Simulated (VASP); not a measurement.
Data:

```
CELL_PARAMETERS angstrom
      0.00000     2.55354     2.55354
      2.55354     0.00000     2.55354
      2.55354     2.55354     0.00000
ATOMIC_POSITIONS crystal
  Hf 0.00000 0.00000 0.00000
  O  0.25000 0.25000 0.25000
  O  0.75000 0.75000 0.75000
```

Level of theory: RPBE GGA, VASP's PBE PAW potentials (set 64) (plane waves; VASP). Settings: 520 eV cut-off, Gaussian smearing of 0.050 eV, potentials Hf_pv O.

Unless said otherwise, spin-orbit coupling is left out, though it shifts the bands of the heavy elements here.

Q: Give the energies of bands 6 to 14 at the high-symmetry points, in eV from the valence-band maximum.

A: 
| band | Γ | X | U | L | W |
|---|---|---|---|---|---|
| 6 | -5.19 | -6.28 | -5.65 | -4.17 | -5.17 |
| 7 | -5.19 | -3.40 | -3.93 | -4.17 | -4.91 |
| 8 | -5.19 | -3.40 | -3.28 | -2.99 | -2.50 |
| 9 | -0.59 | -1.49 | -2.17 | -2.66 | -2.50 |
| 10 | -0.59 | -1.49 | -1.28 | -1.80 | -1.35 |
| 11 | -0.59 | 0.00 | -0.33 | -1.80 | -0.20 |
| 12 | 3.90 | 3.85 | 4.35 | 4.60 | 4.83 |
| 13 | 3.90 | 5.45 | 5.39 | 4.60 | 5.13 |
| 14 | 5.82 | 6.45 | 6.75 | 6.79 | 6.91 |

The gap is direct, 3.85 eV, from the valence maximum at X to the conduction minimum at X.

The compound is HfO2 in the fluorite structure, the high-temperature cubic form, which is unstable at 0 K; the monoclinic form is the stable one. It was relaxed first.
